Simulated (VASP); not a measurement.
Output of a VASP run:

### OSZICAR
```
       N       E                     dE             d eps       ncg     rms          rms(c)
DAV:   1     0.848135455577E+02    0.84814E+02   -0.72218E+03   840   0.135E+03
DAV:   2    -0.138643947400E+02   -0.98678E+02   -0.87416E+02  1280   0.303E+02
DAV:   3    -0.193293810595E+02   -0.54650E+01   -0.52470E+01  1204   0.751E+01
DAV:   4    -0.194993764943E+02   -0.17000E+00   -0.16947E+00  1284   0.163E+01
DAV:   5    -0.195038325883E+02   -0.44561E-02   -0.44542E-02  1256   0.247E+00    0.744E+00
DAV:   6    -0.246488935164E+02   -0.51451E+01   -0.14119E+01   848   0.454E+01    0.384E+00
DAV:   7    -0.246685015897E+02   -0.19608E-01   -0.18942E+00  1000   0.147E+01    0.202E+00
DAV:   8    -0.247886162650E+02   -0.12011E+00   -0.92498E-01   904   0.991E+00    0.104E+00
DAV:   9    -0.247612283306E+02    0.27388E-01   -0.13689E-01   896   0.328E+00    0.827E-01
DAV:  10    -0.247802685608E+02   -0.19040E-01   -0.85321E-02   908   0.304E+00    0.153E-01
DAV:  11    -0.247838333965E+02   -0.35648E-02   -0.55349E-03   944   0.633E-01    0.101E-01
DAV:  12    -0.247836807907E+02    0.15261E-03   -0.33315E-04   976   0.220E-01    0.506E-02
DAV:  13    -0.247836935110E+02   -0.12720E-04   -0.52606E-04   884   0.295E-01    0.227E-02
DAV:  14    -0.247837671958E+02   -0.73685E-04   -0.22683E-04   904   0.225E-01    0.151E-02
DAV:  15    -0.247838338421E+02   -0.66646E-04   -0.65821E-05   864   0.989E-02    0.698E-03
DAV:  16    -0.247838350306E+02   -0.11885E-05   -0.98460E-06   980   0.392E-02    0.322E-03
DAV:  17    -0.247838402305E+02   -0.51999E-05   -0.32649E-06   900   0.311E-02    0.162E-03
DAV:  18    -0.247838404451E+02   -0.21464E-06   -0.10414E-07   708   0.497E-03    0.109E-03
DAV:  19    -0.247838404053E+02    0.39817E-07   -0.68624E-08   620   0.334E-03
   1 F= -.24783840E+02 E0= -.24784384E+02  d E =0.163172E-02
```

OUTCAR:
```
------------------------ aborting loop because EDIFF is reached ----------------------------------------
  FORCE on cell =-STRESS in cart. coord.  units (eV):
  Direction    XX          YY          ZZ          XY          YZ          ZX
  --------------------------------------------------------------------------------------
  Total       -2.4087730     -2.4087730     -2.4087730      0.0000000      0.0000000      0.0000000
  in kB      -70.1386477    -70.1386477    -70.1386477      0.0000000      0.0000000      0.0000000
  external PRESSURE =     -70.1386477 kB  Pullay stress =       0.0000000 kB
  volume of cell :       55.02
      direct lattice vectors                 reciprocal lattice vectors
     0.000000000  3.018837194  3.018837194    -0.165626686  0.165626686  0.165626686
     3.018837194  0.000000000  3.018837194     0.165626686 -0.165626686  0.165626686
     3.018837194  3.018837194  0.000000000     0.165626686  0.165626686 -0.165626686
 POSITION                                       TOTAL-FORCE (eV/Angst)
 -----------------------------------------------------------------------------------
      1.50942      1.50942      1.50942        -0.000000     -0.000000     -0.000000
      4.52826      4.52826      4.52826         0.000000      0.000000      0.000000
      0.00000      0.00000      0.00000         0.000000     -0.000000      0.000000
 -----------------------------------------------------------------------------------
    total drift:                               -0.000000     -0.000000     -0.000000
  FREE ENERGIE OF THE ION-ELECTRON SYSTEM (eV)
  ---------------------------------------------------
  free  energy   TOTEN  =       -24.7838404053 eV

  energy  without entropy=      -24.7854721299  energy(sigma->0) =      -24.78438431
```
(Selected blocks of OUTCAR.)

### POSCAR
```
PtAl2
1
    0.0000000000     3.0188371940     3.0188371940
    3.0188371940     0.0000000000     3.0188371940
    3.0188371940     3.0188371940     0.0000000000
Al Pt
2 1
Direct
  0.2500000000   0.2500000000   0.2500000000
  0.7500000000   0.7500000000   0.7500000000
  0.0000000000   0.0000000000   0.0000000000
```

Problem. Write an INCAR and KPOINTS that could have produced this output.

Solution. Several could match; the one computed here: the input of the run itself, TPSS meta-GGA, plane waves, VASP's PBE PAW potentials (set 64).

**INCAR**
```
! general
SYSTEM  = PtAl2
PREC    = Accurate
ENCUT   = 520   ! plane-wave cut-off (eV)
LREAL   = .FALSE.   ! projection in real space or not
LASPH   = .TRUE.   ! aspherical one-centre terms

! electronic loop
EDIFF   = 1E-7   ! SCF stop (eV)
NELM    = 100   ! most electronic steps
ALGO    = Normal
LMAXMIX = 6   ! l cut-off of mixed one-centre charges
LMIXTAU = .TRUE.

! smearing
ISMEAR  = 1   ! Methfessel-Paxton
SIGMA   = 0.1   ! width (eV)

! functional
METAGGA = TPSS

! ions
ISIF    = 2   ! forces and stress, cell fixed

! output
LWAVE   = .FALSE.
LCHARG  = .FALSE.
```

### KPOINTS
```
Regular mesh
0
gamma
 9 9 9
0 0 0
```

POTCAR, in this order: Al Pt (PBE.64 set). Program: vasp_std.

The compound is PtAl2 in the fluorite structure. This cell is one point of a volume scan, at 1.06 of the reference volume.
